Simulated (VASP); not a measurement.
Crystal: MgB2.

```
CELL_PARAMETERS angstrom
3.06058 0.00000 0.00000
-1.53029 2.65054 0.00000
0.00000 0.00000 3.50589
ATOMIC_POSITIONS crystal
Mg 0.00000 0.00000 0.00000
B 0.33333 0.66667 0.50000
B 0.66667 0.33333 0.50000
```

Base run:

* Program: VASP 6.6.1
* Functional: r2SCAN
* Potentials or basis: VASP PAW PBE potentials, release 64 (Mg, B)
* Cutoff: 520 eV
* k mesh: 15 × 15 × 10
* Occupations: methfessel-paxton, width 0.1 eV
* Spin: no spin polarisation

Its results: pressure 0.7 GPa.

**Question.** The run is repeated on the same cell with these changes: functional from r2SCAN to PBE. What comes out?

**Answer.** Pressure 2.0 GPa.

Caveats: the PAW data sets were made with another functional, which shifts forces and pressure a little (some runs).
